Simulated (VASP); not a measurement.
All values below come from LDA (Ceperley-Alder, Perdew-Zunger), VASP's LDA PAW potentials (set 64) (plane waves; VASP).

Input for VASP

**POSCAR**
```
CoSi2
1
    0.0000000000     2.5995629439     2.5995629439
    2.5995629439     0.0000000000     2.5995629439
    2.5995629439     2.5995629439     0.0000000000
Co Si
1 2
Direct
  0.0000000000   0.0000000000   0.0000000000
  0.2500000000   0.2500000000   0.2500000000
  0.7500000000   0.7500000000   0.7500000000
```

### KPOINTS
```
Automatic mesh
0
Gamma
10 10 10
0 0 0
```

### INCAR
```
! general
SYSTEM =CoSi2
PREC   =Accurate
ENCUT  =500   ! plane-wave cut-off (eV)
LREAL  =F   ! projection in real space or not
LASPH  =T   ! aspherical one-centre terms

! electronic loop
EDIFF  =1E-6
NELM   =100   ! most electronic steps
ALGO   =Normal   ! blocked Davidson
LMAXMIX=4   ! l cut-off of mixed one-centre charges

! smearing
ISMEAR =1
SIGMA  =0.1

! ions
IBRION =2   ! conjugate gradients
NSW    =40   ! most ionic steps
ISIF   =3
EDIFFG =-0.02   ! ionic stop
PSTRESS=200   ! kbar

! output
LWAVE  =F
LCHARG =F
```

POTCAR, in this order: Co Si (LDA.64 set). Program: vasp_std.

Output

**OSZICAR**
```
       N       E                     dE             d eps       ncg     rms          rms(c)
DAV:   1     0.728502854642E+02    0.72850E+02   -0.70102E+03  1136   0.135E+03
DAV:   2    -0.184471093799E+02   -0.91297E+02   -0.84423E+02  1132   0.260E+02
DAV:   3    -0.231809607761E+02   -0.47339E+01   -0.45380E+01  1412   0.700E+01
DAV:   4    -0.232951260472E+02   -0.11417E+00   -0.11392E+00  1368   0.105E+01
DAV:   5    -0.232986502746E+02   -0.35242E-02   -0.35234E-02  1492   0.190E+00    0.154E+01
DAV:   6    -0.254715780306E+02   -0.21729E+01   -0.31630E+01  1380   0.126E+02    0.146E+01
DAV:   7    -0.219600047828E+02    0.35116E+01   -0.13959E+01  1492   0.100E+02    0.442E+00
DAV:   8    -0.219112321511E+02    0.48773E-01   -0.71844E-01  1252   0.690E+00    0.167E+00
DAV:   9    -0.218834244997E+02    0.27808E-01   -0.99332E-02  1472   0.708E+00    0.452E-01
DAV:  10    -0.218832840091E+02    0.14049E-03   -0.75914E-03  1484   0.136E+00    0.199E-01
DAV:  11    -0.218830141743E+02    0.26983E-03   -0.11723E-03  1476   0.771E-01    0.430E-02
DAV:  12    -0.218830108858E+02    0.32885E-05   -0.55832E-05  1692   0.928E-02    0.992E-03
DAV:  13    -0.218830109051E+02   -0.19294E-07   -0.98781E-07   968   0.106E-02
   1 F= -.17497195E+02 E0= -.17497537E+02  d E =-.174972E+02
       N       E                     dE             d eps       ncg     rms          rms(c)
DAV:   1    -0.234259887322E+02   -0.15430E+01   -0.26699E+01  1332   0.111E+02    0.150E+01
DAV:   2    -0.262846724810E+02   -0.28587E+01   -0.47044E+01  1296   0.161E+02    0.164E+01
DAV:   3    -0.212823974614E+02    0.50023E+01   -0.19297E+01  1372   0.122E+02    0.295E+00
DAV:   4    -0.213355955778E+02   -0.53198E-01   -0.10610E+00  1200   0.817E+00    0.189E+00
DAV:   5    -0.213024573348E+02    0.33138E-01   -0.56304E-02  1584   0.492E+00    0.924E-01
DAV:   6    -0.212982200100E+02    0.42373E-02   -0.10611E-02  1512   0.118E+00    0.246E-01
DAV:   7    -0.212977852343E+02    0.43478E-03   -0.11056E-03  1576   0.721E-01    0.127E-01
DAV:   8    -0.212977506485E+02    0.34586E-04   -0.25541E-04  1552   0.155E-01    0.352E-02
DAV:   9    -0.212977487212E+02    0.19273E-05   -0.77916E-06  1356   0.411E-02    0.154E-02
DAV:  10    -0.212977480542E+02    0.66702E-06   -0.63260E-07   676   0.187E-02
   2 F= -.17370103E+02 E0= -.17370461E+02  d E =0.127092E+00
       N       E                     dE             d eps       ncg     rms          rms(c)
DAV:   1    -0.227295630573E+02   -0.14318E+01   -0.12293E+01  1232   0.768E+01    0.883E+00
DAV:   2    -0.244350324351E+02   -0.17055E+01   -0.24237E+01  1636   0.121E+02    0.138E+01
DAV:   3    -0.217931174043E+02    0.26419E+01   -0.10848E+01  1448   0.713E+01    0.255E+00
DAV:   4    -0.217881051473E+02    0.50123E-02   -0.26584E-01  1220   0.562E+00    0.157E+00
DAV:   5    -0.217678747347E+02    0.20230E-01   -0.23187E-02  1704   0.301E+00    0.364E-01
DAV:   6    -0.217675561247E+02    0.31861E-03   -0.15213E-03  1552   0.417E-01    0.201E-01
DAV:   7    -0.217675289783E+02    0.27146E-04   -0.27153E-05  1684   0.715E-02    0.127E-01
DAV:   8    -0.217675191064E+02    0.98719E-05   -0.21829E-05  1704   0.724E-02    0.118E-02
DAV:   9    -0.217675190600E+02    0.46379E-07   -0.13289E-06   752   0.149E-02
   3 F= -.17539354E+02 E0= -.17539690E+02  d E =-.421597E-01
       N       E                     dE             d eps       ncg     rms          rms(c)
DAV:   1    -0.217636678522E+02    0.38513E-02   -0.21142E-03  1268   0.991E-01    0.125E-01
DAV:   2    -0.217640340793E+02   -0.36623E-03   -0.45340E-03  1484   0.159E+00    0.188E-01
DAV:   3    -0.217635023185E+02    0.53176E-03   -0.21994E-03  1456   0.112E+00    0.247E-02
DAV:   4    -0.217634971215E+02    0.51970E-05   -0.38705E-05  1208   0.668E-02    0.678E-03
DAV:   5    -0.217634966216E+02    0.49993E-06   -0.13837E-06   732   0.252E-02
   4 F= -.17539388E+02 E0= -.17539724E+02  d E =-.421935E-01
```

**OUTCAR**
```
------------------------ aborting loop because EDIFF is reached ----------------------------------------
  FORCE on cell =-STRESS in cart. coord.  units (eV):
  Direction    XX          YY          ZZ          XY          YZ          ZX
  --------------------------------------------------------------------------------------
  Total        4.2081409      4.2081409      4.2081409     -0.0000000     -0.0000000      0.0000000
  in kB      199.2439838    199.2439838    199.2439838     -0.0000000     -0.0000000      0.0000000
  external PRESSURE =      -0.7560162 kB  Pullay stress =     200.0000000 kB
  volume of cell :       33.84
      direct lattice vectors                 reciprocal lattice vectors
    -0.000000000  2.567212864  2.567212864    -0.194763748  0.194763748  0.194763748
     2.567212864 -0.000000000  2.567212864     0.194763748 -0.194763748  0.194763748
     2.567212864  2.567212864  0.000000000     0.194763748  0.194763748 -0.194763748
 POSITION                                       TOTAL-FORCE (eV/Angst)
 -----------------------------------------------------------------------------------
      2.56721      5.13443      2.56721         0.000000      0.000000      0.000000
      1.28361      1.28361      1.28361        -0.000000     -0.000000     -0.000000
      3.85082      3.85082      3.85082         0.000000      0.000000      0.000000
 -----------------------------------------------------------------------------------
    total drift:                                0.000000      0.000000      0.000000
  FREE ENERGIE OF THE ION-ELECTRON SYSTEM (eV)
  ---------------------------------------------------
  free  energy   TOTEN  =       -21.7634966216 eV

  energy  without entropy=      -21.7645042302  energy(sigma->0) =      -21.76383249
  enthalpy is  TOTEN    =       -17.5393882689 eV   P V=        4.2241083527

 reached required accuracy - stopping structural energy minimisation
```
(Selected blocks of OUTCAR.)

CONTCAR:
```
CoSi2
   1.00000000000000
    -0.0000000000000000    2.5672128639304277    2.5672128639304277
     2.5672128639304277   -0.0000000000000000    2.5672128639304277
     2.5672128639304277    2.5672128639304277    0.0000000000000000
  Co              Si
     1     2
Direct
     1.0000000000000000    0.0000000000000000    1.0000000000000000
     0.2500000000000000    0.2500000000000000    0.2500000000000000
     0.7500000000000000    0.7500000000000000    0.7500000000000000
```

Energy and stress use the plane-wave basis of the starting cell.

The compound is CoSi2 in the fluorite structure. This run relaxes it under an external pressure of 20 GPa. Symmetry was kept, so distortions that lower it aren't found. The run is not spin-polarised, so no magnetic state was tried. The electron count is odd and the run is not spin-polarised, which forces a metal.
